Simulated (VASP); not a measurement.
# NiS (P6_3/mmc) in VASP: notebook

The runs below take NiS through single point, with LDA+U.

All numbers are computed with VASP 6.6.1; they aren't measurements. Logs are shortened: lines on timing, memory, paths and dates and some standing lists are left out, and cuts for length are marked.

## Step 1: The crystal as given

The structure is hexagonal, space group P6_3/mmc (No. 194). The conventional cell has a = 3.425 Å, b = 3.425 Å, c = 5.340 Å, α = 90.00°, β = 90.00°, γ = 120.00°. Around Ni (site symmetry -3m) lie 6 S at 2.39 Å and 2 Ni at 2.67 Å. S (site symmetry -6m2) has 6 Ni at 2.39 Å as nearest neighbours.

## Step 2: Single point, LDA+U, collinear spin, typed start

INCAR reads:

```
SYSTEM = NiS
PREC     = Accurate       ! precision mode
ENCUT    = 520            ! plane-wave cutoff, eV
EDIFF    = 1E-7           ! SCF threshold, eV
ISMEAR   = 0              ! smearing method
SIGMA    = 0.05           ! smearing width, eV
LREAL    = .False.        ! projectors in reciprocal space
LASPH    = .True.         ! aspherical terms in the spheres
NELM     = 150            ! most SCF steps
ALGO     = Fast           ! electronic algorithm
ISIF     = 2              ! what is computed and relaxed
LWAVE    = .False.        ! write WAVECAR
LCHARG   = .True.         ! write CHGCAR
ISPIN    = 2              ! spin polarisation
MAGMOM   = 2 2 0 0        ! initial moments
LORBIT   = 11             ! projections on sites
LMAXMIX  = 4              ! l up to which the mixer works
LDAU     = .True.         ! DFT+U
LDAUTYPE = 2            
LDAUL    = 2 -1           ! shell
LDAUU    = 4 0            ! U, eV
LDAUJ    = 0 0          
LDAUPRINT= 1            
GGA      = CA             ! functional
LELF     = .True.         ! ELF
LVHAR    = .True.       
NBANDS   = 28             ! bands
```

KPOINTS reads:

```
Automatic mesh
0
Gamma
  6 6 4
  0 0 0
```

POSCAR reads:

```
NiS
1.0
    3.4250012100      0.0000000000      0.0000000000
   -1.7125006100      2.9661380600      0.0000000000
    0.0000000000      0.0000000000      5.3399998700
Ni S
2 2
Direct
    0.0000000000      0.0000000000      0.0000000000
    0.0000000000      0.0000000000      0.5000000000
    0.3333333333      0.6666666667      0.2500000000
    0.6666666667      0.3333333333      0.7500000000
```

Potentials or basis: VASP PAW LDA potentials, release 64 (Ni, S).

Launch:

```sh
> cat potpaw_LDA.64/Ni/POTCAR potpaw_LDA.64/S/POTCAR > POTCAR
> mpirun -np 1 vasp_std > vasp.out
```

OUTCAR:

```text
SYSTEM = NiS
   PREC = Accurate
   ENCUT = 520
   EDIFF = 1E-7
   ISMEAR = 0
   LREAL = .False.
   LASPH = .True.
   NELM = 150
   ISIF = 2
   ISPIN = 2
   LORBIT = 11
   GGA = CA

 ion  position               nearest neighbor table
   1  0.000  0.000  0.000-   4 2.39   3 2.39   4 2.39   3 2.39   4 2.39   3 2.39   2 2.67   2 2.67

   2  0.000  0.000  0.500-   4 2.39   3 2.39   4 2.39   3 2.39   4 2.39   3 2.39   1 2.67   1 2.67

   3  0.333  0.667  0.250-   1 2.39   2 2.39   1 2.39   2 2.39   1 2.39   2 2.39
   4  0.667  0.333  0.750-   1 2.39   2 2.39   1 2.39   2 2.39   1 2.39   2 2.39

  LATTYP: Found a hexagonal cell.
 ALAT       =     3.4250012100
 C/A-ratio  =     1.5591234988

  Lattice vectors:

 A1 = (   3.4250012100,   0.0000000000,   0.0000000000)
 A2 = (  -1.7125006100,   2.9661380600,   0.0000000000)
 A3 = (   0.0000000000,   0.0000000000,   5.3399998700)

Analysis of symmetry for initial positions (statically):
=====================================================================
 Subroutine PRICEL returns:
 Original cell was already a primitive cell.

 Routine SETGRP: Setting up the symmetry group for a
 hexagonal supercell.

 Subroutine GETGRP returns: Found 24 space group operations
 (whereof 12 operations were pure point group operations)
 out of a pool of 24 trial point group operations.

The static configuration has the point symmetry D_3d.
 The point group associated with its full space group is D_6h.

Analysis of symmetry for dynamics (positions and initial velocities):
=====================================================================
 Subroutine PRICEL returns:
 Original cell was already a primitive cell.

 Routine SETGRP: Setting up the symmetry group for a
 hexagonal supercell.

 Subroutine GETGRP returns: Found 24 space group operations
 (whereof 12 operations were pure point group operations)
 out of a pool of 24 trial point group operations.

The dynamic configuration has the point symmetry D_3d.
 The point group associated with its full space group is D_6h.

Analysis of structural, dynamic, and magnetic symmetry:
=====================================================================
 Subroutine PRICEL returns:
 Original cell was already a primitive cell.

 Routine SETGRP: Setting up the symmetry group for a
 hexagonal supercell.

 Subroutine GETGRP returns: Found 24 space group operations
 (whereof 12 operations were pure point group operations)
 out of a pool of 24 trial point group operations.

The overall configuration has the point symmetry D_3d.
 The point group associated with its full space group is D_6h.

 Subroutine INISYM returns: Found 24 space group operations
 (whereof 12 operations are pure point group operations),
 and found     1 'primitive' translations

----------------------------------------------------------------------------------------

                                     Primitive cell

  volume of cell :      54.2492

  direct lattice vectors                    reciprocal lattice vectors
     3.425001210  0.000000000  0.000000000     0.291970700  0.168569362  0.000000000
    -1.712500610  2.966138060  0.000000000     0.000000000  0.337138724  0.000000000
     0.000000000  0.000000000  5.339999870     0.000000000  0.000000000  0.187265922

  length of vectors
     3.425001210  3.425001216  5.339999870     0.337138724  0.337138724  0.187265922

  position of ions in fractional coordinates (direct lattice)
     0.000000000  0.000000000  0.000000000
     0.000000000  0.000000000  0.500000000
     0.333333333  0.666666667  0.250000000
     0.666666667  0.333333333  0.750000000
[... 145 lines left out ...]
  o =  0.9327  v =  0.0000  0.0000  0.0000  0.0000  0.0000  0.7440  0.2422 -0.0000  0.5155  0.3495      0.0000  0.0000  0.0000  0.0000  0.0000  0.0000  0.0000  0.0000  0.0000  0.0000
  o =  0.9327  v =  0.0000  0.0000  0.0000  0.0000  0.0000 -0.3495  0.5155 -0.0000 -0.2422  0.7440      0.0000  0.0000  0.0000  0.0000  0.0000  0.0000  0.0000  0.0000  0.0000  0.0000
  o =  0.9376  v =  0.0000  0.0000  0.0000  0.0000  0.0000  0.0000  0.0000  1.0000  0.0000  0.0000      0.0000  0.0000  0.0000  0.0000  0.0000  0.0000  0.0000  0.0000  0.0000  0.0000
  o =  0.9466  v =  0.0000  0.0000 -1.0000  0.0000  0.0000  0.0000  0.0000  0.0000  0.0000  0.0000      0.0000  0.0000  0.0000  0.0000  0.0000  0.0000  0.0000  0.0000  0.0000  0.0000
  o =  0.9478  v =  0.6959  0.2719  0.0000  0.5788  0.3269  0.0000  0.0000  0.0000  0.0000  0.0000      0.0000  0.0000  0.0000  0.0000  0.0000  0.0000  0.0000  0.0000  0.0000  0.0000
  o =  0.9478  v = -0.3269  0.5788  0.0000 -0.2719  0.6959  0.0000  0.0000  0.0000  0.0000  0.0000      0.0000  0.0000  0.0000  0.0000  0.0000  0.0000  0.0000  0.0000  0.0000  0.0000

atom =   2  type =  1  l = 2

 onsite density matrix

spin component  1

  0.9335 -0.0000  0.0000 -0.0172  0.0000
 -0.0000  0.9271 -0.0000 -0.0000 -0.0172
  0.0000 -0.0000  0.9466 -0.0000  0.0000
 -0.0172 -0.0000 -0.0000  0.9271  0.0000
  0.0000 -0.0172  0.0000  0.0000  0.9335

spin component  2

  0.8076 -0.0000  0.0000 -0.1805 -0.0000
 -0.0000  0.6722 -0.0000 -0.0000 -0.1805
  0.0000 -0.0000  0.9376 -0.0000  0.0000
 -0.1805 -0.0000 -0.0000  0.6722  0.0000
 -0.0000 -0.1805  0.0000  0.0000  0.8076

 occupancies and eigenvectors

  o =  0.5471  v =  0.0000  0.0000  0.0000  0.0000  0.0000  0.5155  0.3495 -0.0000  0.7440  0.2422      0.0000  0.0000  0.0000  0.0000  0.0000  0.0000  0.0000  0.0000  0.0000  0.0000
  o =  0.5471  v =  0.0000  0.0000  0.0000  0.0000  0.0000 -0.2422  0.7440 -0.0000 -0.3495  0.5155      0.0000  0.0000  0.0000  0.0000  0.0000  0.0000  0.0000  0.0000  0.0000  0.0000
  o =  0.9128  v =  0.5788  0.3269 -0.0000  0.6959  0.2719  0.0000  0.0000  0.0000  0.0000  0.0000      0.0000  0.0000  0.0000  0.0000  0.0000  0.0000  0.0000  0.0000  0.0000  0.0000
  o =  0.9128  v =  0.2719 -0.6959  0.0000  0.3269 -0.5788  0.0000  0.0000  0.0000  0.0000  0.0000      0.0000  0.0000  0.0000  0.0000  0.0000  0.0000  0.0000  0.0000  0.0000  0.0000
  o =  0.9327  v =  0.0000  0.0000  0.0000  0.0000  0.0000  0.7440 -0.2422 -0.0000 -0.5155  0.3495      0.0000  0.0000  0.0000  0.0000  0.0000  0.0000  0.0000  0.0000  0.0000  0.0000
  o =  0.9327  v =  0.0000  0.0000  0.0000  0.0000  0.0000 -0.3495 -0.5155 -0.0000  0.2422  0.7440      0.0000  0.0000  0.0000  0.0000  0.0000  0.0000  0.0000  0.0000  0.0000  0.0000
  o =  0.9376  v =  0.0000  0.0000  0.0000  0.0000  0.0000  0.0000 -0.0000  1.0000 -0.0000  0.0000      0.0000  0.0000  0.0000  0.0000  0.0000  0.0000  0.0000  0.0000  0.0000  0.0000
  o =  0.9466  v =  0.0000 -0.0000 -1.0000 -0.0000  0.0000  0.0000  0.0000  0.0000  0.0000  0.0000      0.0000  0.0000  0.0000  0.0000  0.0000  0.0000  0.0000  0.0000  0.0000  0.0000
  o =  0.9478  v =  0.6959 -0.2719  0.0000 -0.5788  0.3269  0.0000  0.0000  0.0000  0.0000  0.0000      0.0000  0.0000  0.0000  0.0000  0.0000  0.0000  0.0000  0.0000  0.0000  0.0000
  o =  0.9478  v = -0.3269 -0.5788  0.0000  0.2719  0.6959  0.0000  0.0000  0.0000  0.0000  0.0000      0.0000  0.0000  0.0000  0.0000  0.0000  0.0000  0.0000  0.0000  0.0000  0.0000

 number of electron      31.9999984 magnetization       1.9299736

 Free energy of the ion-electron system (eV)
  ---------------------------------------------------
  ext. energy  EPLUGINS =         0.00000000
  ---------------------------------------------------
  free energy    TOTEN  =       -19.27001334 eV

  energy without entropy =      -19.26746112  energy(sigma->0) =      -19.26873723

 E-fermi :   7.9741     XC(G=0): -12.0189

 val. band max:        7.9322437045   @ k =   0.3333   0.3333   0.0000
 cond. band min:       7.9790476305   @ k =   0.1667   0.0000   0.2500
 fundamental gap:      0.0468039260
 Fermi energy:         7.9740568992

 spin component 1

 k-point     1 :       0.0000    0.0000    0.0000
  band No.  band energies     occupation
      1      -7.3770      1.00000
      2      -5.1028      1.00000
      3       0.4187      1.00000
      4       2.5156      1.00000
      5       2.5156      1.00000
      6       3.6767      1.00000
[... 640 lines left out ...]
     27      20.8876      0.00000
     28      20.8876      0.00000
 Fermi energy:         7.9740568992

 spin component 2

 k-point     1 :       0.0000    0.0000    0.0000
  band No.  band energies     occupation
      1      -7.2332      1.00000
      2      -4.9464      1.00000
      3       0.5680      1.00000
      4       3.7695      1.00000
      5       3.7695      1.00000
      6       4.1689      1.00000
[... 640 lines left out ...]
     27      21.0411      0.00000
     28      21.0411      0.00000

------------------------ aborting loop because EDIFF is reached ----------------------------------------

  FORCE on cell =-STRESS in cart. coord.  units (eV):
  Direction    XX          YY          ZZ          XY          YZ          ZX
  --------------------------------------------------------------------------------------
  -------------------------------------------------------------------------------------
  Total       -3.8210336     -3.8210337     -4.7233105      0.0000000      0.0000000      0.0000000
  in kB     -112.8491019   -112.8491022   -139.4966378      0.0000002      0.0000000      0.0000000
  external PRESSURE =    -121.7316140 kB  Pullay stress =       0.0000000 kB

 VOLUME and BASIS-vectors are now :
 -----------------------------------------------------------------------------
  energy-cutoff  :      520.00
  volume of cell :       54.25
      direct lattice vectors                 reciprocal lattice vectors
     3.425001210  0.000000000  0.000000000     0.291970700  0.168569362  0.000000000
    -1.712500610  2.966138060  0.000000000     0.000000000  0.337138724  0.000000000
     0.000000000  0.000000000  5.339999870     0.000000000  0.000000000  0.187265922

 POSITION                                       TOTAL-FORCE (eV/Angst)
 -----------------------------------------------------------------------------------
      0.00000      0.00000      0.00000        -0.000000      0.000000     -0.000000
      0.00000      0.00000      2.67000        -0.000000      0.000000     -0.000000
     -0.00000      1.97743      1.33500        -0.000000      0.000000      0.000000
      1.71250      0.98871      4.00500         0.000000     -0.000000     -0.000000
 -----------------------------------------------------------------------------------
    total drift:                               -0.000000     -0.000000     -0.000000

  FREE ENERGIE OF THE ION-ELECTRON SYSTEM (eV)
  ---------------------------------------------------
  free  energy   TOTEN  =       -19.2700133403 eV

  energy  without entropy=      -19.2674611207  energy(sigma->0) =      -19.26873723

 total charge

# of ion       s       p       d       tot
------------------------------------------
    1        0.374   0.446   8.534   9.354
    2        0.374   0.446   8.534   9.354
    3        1.342   2.297   0.000   3.639
    4        1.342   2.297   0.000   3.639
--------------------------------------------------
tot          3.433   5.485  17.068  25.986

 magnetization (x)

# of ion       s       p       d       tot
------------------------------------------
    1        0.011   0.018   0.771   0.800
    2        0.011   0.018   0.771   0.800
    3        0.029   0.084   0.000   0.114
    4        0.029   0.084   0.000   0.114
--------------------------------------------------
tot          0.080   0.206   1.542   1.828
```

Run time: 64 s. Hardware: 1 thread of Intel Xeon Platinum 8488C (Sapphire Rapids), shared host; peak memory 0.18 GiB.

Results:

| Property | Result |
| --- | --- |
| Free energy | -19.2700 eV |
| Pressure | -12.2 GPa |
| Band gap on the k mesh | none (metal or under the smearing width) |
| Net moment | 1.93 μB per cell |
| Site moments | Ni +0.80; S +0.11 μB |
| Valence electrons inside the program's atomic spheres | Ni 9.35; S 3.64 |

Levels at points of the mesh, in eV from the Fermi level:
Spin up:
```csv
k point,band 14,band 15,band 16,band 17,band 18,band 19,band 20,band 21
"(0.00, 0.00, 0.00)",-1.20,-1.20,-0.61,0.96,0.96,4.00,4.55,7.13
"(0.50, 0.00, 0.00)",-2.75,-2.50,-2.00,-0.13,1.06,4.72,4.88,4.99
"(0.00, 0.00, 0.50)",-2.31,0.18,0.18,0.18,0.18,5.45,5.45,7.63
"(0.50, 0.00, 0.50)",-2.70,-0.93,-0.93,-0.31,-0.31,3.78,3.78,6.50
```
Spin down:
| k point | band 13 | band 14 | band 15 | band 16 | band 17 | band 18 |
| --- | --- | --- | --- | --- | --- | --- |
| (0.00, 0.00, 0.00) | -1.04 | -0.96 | -0.96 | -0.48 | 2.15 | 2.15 |
| (0.50, 0.00, 0.00) | -2.08 | -1.75 | -0.87 | 0.16 | 1.03 | 2.31 |
| (0.00, 0.00, 0.50) | -1.90 | -1.90 | 1.26 | 1.26 | 1.26 | 1.26 |
| (0.50, 0.00, 0.50) | -2.07 | -2.07 | 0.39 | 0.39 | 1.15 | 1.15 |

Eigenvalues of the final occupation matrices:
```csv
site,spin,trace,eigenvalues
site 1 d,1,4.67,0.91 0.91 0.95 0.95 0.95
site 1 d,2,3.90,0.55 0.55 0.93 0.93 0.94
site 2 d,1,4.67,0.91 0.91 0.95 0.95 0.95
site 2 d,2,3.90,0.55 0.55 0.93 0.93 0.94
```

## Step 3: Single point, LDA+U, collinear spin, zero start

Changes to INCAR since step 2:

```diff
@@ -3,3 +3,3 @@
 ENCUT    = 520            ! plane-wave cutoff, eV
-EDIFF    = 1E-7           ! SCF threshold, eV
+EDIFF    = 1E-6           ! SCF threshold, eV
 ISMEAR   = 0              ! smearing method
@@ -14,4 +14,5 @@
 ISPIN    = 2              ! spin polarisation
-MAGMOM   = 2 2 0 0        ! initial moments
+MAGMOM   = 0 0 0 0        ! initial moments
 LORBIT   = 11             ! projections on sites
+NUPDOWN  = 0.0            ! fixed moment
 LMAXMIX  = 4              ! l up to which the mixer works
```

KPOINTS is that of step 2.

POSCAR is that of step 2.

Potentials or basis: VASP PAW LDA potentials, release 64 (Ni, S).

Launch:

```sh
> cat potpaw_LDA.64/Ni/POTCAR potpaw_LDA.64/S/POTCAR > POTCAR
> mpirun -np 1 vasp_std > vasp.out
```

OUTCAR:

```text
SYSTEM = NiS
   PREC = Accurate
   ENCUT = 520
   EDIFF = 1E-6
   ISMEAR = 0
   LREAL = .False.
   LASPH = .True.
   NELM = 150
   ISIF = 2
   ISPIN = 2
   LORBIT = 11
   NUPDOWN = 0.0
   GGA = CA

 ion  position               nearest neighbor table
   1  0.000  0.000  0.000-   4 2.39   3 2.39   4 2.39   3 2.39   4 2.39   3 2.39   2 2.67   2 2.67

   2  0.000  0.000  0.500-   4 2.39   3 2.39   4 2.39   3 2.39   4 2.39   3 2.39   1 2.67   1 2.67

   3  0.333  0.667  0.250-   1 2.39   2 2.39   1 2.39   2 2.39   1 2.39   2 2.39
   4  0.667  0.333  0.750-   1 2.39   2 2.39   1 2.39   2 2.39   1 2.39   2 2.39

  LATTYP: Found a hexagonal cell.
 ALAT       =     3.4250012100
 C/A-ratio  =     1.5591234988

  Lattice vectors:

 A1 = (   3.4250012100,   0.0000000000,   0.0000000000)
 A2 = (  -1.7125006100,   2.9661380600,   0.0000000000)
 A3 = (   0.0000000000,   0.0000000000,   5.3399998700)

Analysis of symmetry for initial positions (statically):
[... 1582 lines left out ...]
  Direction    XX          YY          ZZ          XY          YZ          ZX
  --------------------------------------------------------------------------------------
  -------------------------------------------------------------------------------------
  Total       -5.0559308     -5.0559308     -6.5418289      0.0000000     -0.0000000      0.0000000
  in kB     -149.3201324   -149.3201328   -193.2041382      0.0000003     -0.0000000      0.0000000
  external PRESSURE =    -163.9481345 kB  Pullay stress =       0.0000000 kB

 VOLUME and BASIS-vectors are now :
 -----------------------------------------------------------------------------
  energy-cutoff  :      520.00
  volume of cell :       54.25
      direct lattice vectors                 reciprocal lattice vectors
     3.425001210  0.000000000  0.000000000     0.291970700  0.168569362  0.000000000
    -1.712500610  2.966138060  0.000000000     0.000000000  0.337138724  0.000000000
     0.000000000  0.000000000  5.339999870     0.000000000  0.000000000  0.187265922

 POSITION                                       TOTAL-FORCE (eV/Angst)
 -----------------------------------------------------------------------------------
      0.00000      0.00000      0.00000        -0.000000      0.000000      0.000000
      0.00000      0.00000      2.67000        -0.000000      0.000000      0.000000
     -0.00000      1.97743      1.33500        -0.000000     -0.000000      0.000000
      1.71250      0.98871      4.00500         0.000000     -0.000000      0.000000
 -----------------------------------------------------------------------------------
    total drift:                               -0.000000     -0.000000     -0.000000

  FREE ENERGIE OF THE ION-ELECTRON SYSTEM (eV)
  ---------------------------------------------------
  free  energy   TOTEN  =       -19.2603285813 eV

  energy  without entropy=      -19.2569449145  energy(sigma->0) =      -19.25863675

 total charge

# of ion       s       p       d       tot
------------------------------------------
    1        0.369   0.433   8.602   9.404
    2        0.369   0.433   8.602   9.404
    3        1.354   2.254   0.000   3.608
    4        1.354   2.254   0.000   3.608
--------------------------------------------------
tot          3.444   5.375  17.203  26.023

 magnetization (x)

# of ion       s       p       d       tot
------------------------------------------
    1       -0.000   0.000   0.000   0.000
    2       -0.000   0.000   0.000   0.000
    3       -0.000  -0.000   0.000  -0.000
    4       -0.000  -0.000   0.000  -0.000
--------------------------------------------------
tot         -0.000  -0.000   0.000   0.000
```

OSZICAR:

```text
N       E                     dE             d eps       ncg     rms          rms(c)
DAV:   1     0.223900364663E+03    0.22390E+03   -0.13828E+04  2376   0.133E+03
DAV:   2     0.239708883132E+01   -0.22150E+03   -0.20396E+03  2388   0.293E+02
DAV:   3    -0.192932292428E+02   -0.21690E+02   -0.20524E+02  2728   0.100E+02
DAV:   4    -0.199279445448E+02   -0.63472E+00   -0.63045E+00  2736   0.164E+01
DAV:   5    -0.199432749099E+02   -0.15330E-01   -0.15326E-01  3024   0.267E+00    0.172E+01
RMM:   6    -0.207488437847E+02   -0.80557E+00   -0.89996E+00  2732   0.272E+01    0.148E+01
RMM:   7    -0.192742350434E+02    0.14746E+01   -0.35680E+00  2554   0.169E+01    0.697E+00
RMM:   8    -0.192553083673E+02    0.18927E-01   -0.13294E-01  2735   0.343E+00    0.635E-01
RMM:   9    -0.192604914703E+02   -0.51831E-02   -0.20000E-02  2797   0.136E+00    0.396E-01
RMM:  10    -0.192599041394E+02    0.58733E-03   -0.50176E-03  3059   0.571E-01    0.112E-01
RMM:  11    -0.192602800399E+02   -0.37590E-03   -0.14226E-03  3021   0.318E-01    0.640E-02
RMM:  12    -0.192603095587E+02   -0.29519E-04   -0.48684E-04  3315   0.140E-01    0.275E-02
RMM:  13    -0.192603316631E+02   -0.22104E-04   -0.10715E-04  3205   0.596E-02    0.305E-02
RMM:  14    -0.192603278329E+02    0.38303E-05   -0.18885E-05  2951   0.293E-02    0.542E-03
RMM:  15    -0.192603285813E+02   -0.74847E-06   -0.73050E-06  2663   0.141E-02
   1 F= -.19260329E+02 E0= -.19258637E+02  d E =-.338367E-02  mag=    -0.0000
```

Run time: 49 s. Hardware: 1 thread of Intel Xeon Platinum 8488C (Sapphire Rapids), shared host; peak memory 0.18 GiB.

Results:

```yaml
Free_energy: -19.2603 eV
Pressure: -16.4 GPa
Net_moment: 0.00 μB per cell
Valence_electrons_inside_the_program's_atomic_spheres: Ni 9.40; S 3.61
```

Eigenvalues of the final occupation matrices:
```
    site  spin  trace               eigenvalues
site 1 d     1   4.32  0.76 0.76 0.93 0.93 0.94
site 1 d     2   4.32  0.76 0.76 0.93 0.93 0.94
site 2 d     1   4.32  0.76 0.76 0.93 0.93 0.94
site 2 d     2   4.32  0.76 0.76 0.93 0.93 0.94
```

Caveat: the total moment is fixed, so each spin has its own Fermi level.
